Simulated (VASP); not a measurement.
The system is Zn2CdSeS2.

```
Zn Cd Se S
1.0
    -1.93200    5.79500    2.73250
     1.93200   -5.79500    2.73250
     1.93200    5.79500   -2.73250
Zn Cd Se S
2 1 1 2
Direct
  0.66670 0.00000 0.66670
  0.33330 0.00000 0.33330
  0.00000 0.00000 0.00000
  0.25000 0.75000 0.50000
  0.58330 0.75000 0.83330
  0.91670 0.75000 0.16670
```

The cell was built by a generator and needn't be a form met in nature.

```yaml
Program: VASP 6.6.1
Task: relaxation of cell and atoms
Functional: PBE
Potentials_or_basis: VASP PAW PBE potentials, release 64 (Zn, Cd, Se, S)
Cutoff: 520 eV
k_mesh: 4 × 4 × 4
Occupations: gaussian, width 0.15 eV
Spin: no spin polarisation
```

At the start: pressure 12.3 GPa; volume 20.40 Å³/atom.

Q: Where does the relaxation end?

A: Over 9 steps the energy falls by 187.6 meV/atom and the volume is 23.13 Å³/atom (+13.4 %); space group Imm2 (No. 44, to 0.05 Å).

The path:
| step | energy change (eV) | largest force (eV/Å) | pressure (GPa) | volume (Å³) |
| --- | --- | --- | --- | --- |
| 1 | 0.0000 | 2.5962 | 12.28 | 122.37 |
| 2 | -0.8530 | 0.3989 | -3.21 | 152.18 |
| 3 | -0.9611 | 0.6584 | -1.73 | 143.62 |
| 4 | -0.9607 | 0.6901 | -1.10 | 142.71 |
| 5 | -1.0517 | 0.4260 | -0.80 | 140.57 |
| 6 | -1.1119 | 0.1975 | 1.25 | 136.14 |
| 7 | -1.1148 | 0.2338 | 0.60 | 137.03 |
| 8 | -1.1149 | 0.2126 | 0.66 | 136.84 |
| 9 | -1.1257 | 0.0747 | -0.29 | 138.77 |

Final structure:
```
Zn Cd Se S
1.0
    -2.00417    6.07368    2.84998
     2.00417   -6.07368    2.84998
     2.00417    6.07368   -2.84998
Zn Cd Se S
2 1 1 2
Direct
  0.68178 0.00758 0.67420
  0.33338 0.00758 0.32580
  0.98045 0.98045 0.00000
  0.28387 0.78387 0.50000
  0.55692 0.73527 0.82165
  0.91361 0.73527 0.17835
```

Caveat: the k mesh is coarse (spacing up to 0.50 Å⁻¹), so the values aren't converged; the relaxation stopped at a loose force limit of 0.08 eV/Å, so its end isn't a converged minimum.
